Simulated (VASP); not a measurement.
Output of a VASP run:

### OSZICAR
```
       N       E                     dE             d eps       ncg     rms          rms(c)
DAV:   1     0.773564034079E+02    0.77356E+02   -0.85430E+03  2304   0.218E+03
DAV:   2    -0.827480469473E+01   -0.85631E+02   -0.81527E+02  2479   0.318E+02
DAV:   3    -0.140284318862E+02   -0.57536E+01   -0.57229E+01  2454   0.787E+01
DAV:   4    -0.141124994351E+02   -0.84068E-01   -0.84024E-01  2664   0.101E+01
DAV:   5    -0.141136521745E+02   -0.11527E-02   -0.11527E-02  2414   0.102E+00    0.763E+00
DAV:   6    -0.121495040402E+02    0.19641E+01   -0.59222E+00  3257   0.475E+01    0.279E+00
DAV:   7    -0.121582310697E+02   -0.87270E-02   -0.32605E-01  2199   0.753E+00    0.183E+00
DAV:   8    -0.121540851407E+02    0.41459E-02   -0.66286E-02  2469   0.413E+00    0.798E-01
DAV:   9    -0.121494518422E+02    0.46333E-02   -0.19679E-02  3280   0.349E+00    0.189E-01
DAV:  10    -0.121497915991E+02   -0.33976E-03   -0.18800E-03  2576   0.734E-01    0.798E-02
DAV:  11    -0.121496877958E+02    0.10380E-03   -0.45966E-04  3232   0.398E-01    0.183E-02
DAV:  12    -0.121496931588E+02   -0.53631E-05   -0.36876E-05  2463   0.966E-02    0.101E-02
DAV:  13    -0.121496930820E+02    0.76800E-07   -0.27806E-06  2287   0.154E-02
   1 F= -.12149693E+02 E0= -.12149693E+02  d E =-.885610E-15
```

OUTCAR:
```
------------------------ aborting loop because EDIFF is reached ----------------------------------------
  FORCE on cell =-STRESS in cart. coord.  units (eV):
  Direction    XX          YY          ZZ          XY          YZ          ZX
  --------------------------------------------------------------------------------------
  Total        0.0003594      0.0003594      0.0003594      0.0000000     -0.0000000      0.0000000
  in kB        0.0249397      0.0249397      0.0249397      0.0000000     -0.0000000      0.0000000
  external PRESSURE =       0.0249397 kB  Pullay stress =       0.0000000 kB
  volume of cell :       23.09
      direct lattice vectors                 reciprocal lattice vectors
     0.000000000  2.260000000  2.260000000    -0.221238938  0.221238938  0.221238938
     2.260000000  0.000000000  2.260000000     0.221238938 -0.221238938  0.221238938
     2.260000000  2.260000000  0.000000000     0.221238938  0.221238938 -0.221238938
  FREE ENERGIE OF THE ION-ELECTRON SYSTEM (eV)
  ---------------------------------------------------
  free  energy   TOTEN  =       -12.1496930820 eV

  energy  without entropy=      -12.1496930820  energy(sigma->0) =      -12.14969308
```
(Selected blocks of OUTCAR.)

### POSCAR
```
GaN
1
    0.0000000000     2.2600000000     2.2600000000
    2.2600000000     0.0000000000     2.2600000000
    2.2600000000     2.2600000000     0.0000000000
Ga N
1 1
Direct
  0.0000000000   0.0000000000   0.0000000000
  0.2500000000   0.2500000000   0.2500000000
```

Task: Reconstruct the remaining input files.

Result: This is not unique; one that fits is the input of the run itself, PBE GGA, plane waves, VASP's PBE PAW potentials (set 64).

INCAR:
```
SYSTEM  =  GaN
PREC  =  Accurate; ENCUT  =  400; LREAL  =  .FALSE.
LASPH  =  .TRUE.
EDIFF  =  1E-6; NELM  =  100; ALGO  =  Normal
LMAXMIX  =  4
ISMEAR  =  -1; SIGMA  =  0.01
GGA  =  PE
ISIF  =  2
LWAVE  =  .FALSE.; LCHARG  =  .FALSE.
```

**KPOINTS**
```
Automatic mesh
0
Gamma
13 13 13
0 0 0
```

POTCAR, in this order: Ga_d N (PBE.64 set). Program: vasp_std.

At this cut-off the stress carries a Pulay error, which pulls relaxed volumes low.

The structure is a typed GaN crystal (F-43m). The cell was not relaxed at this level.
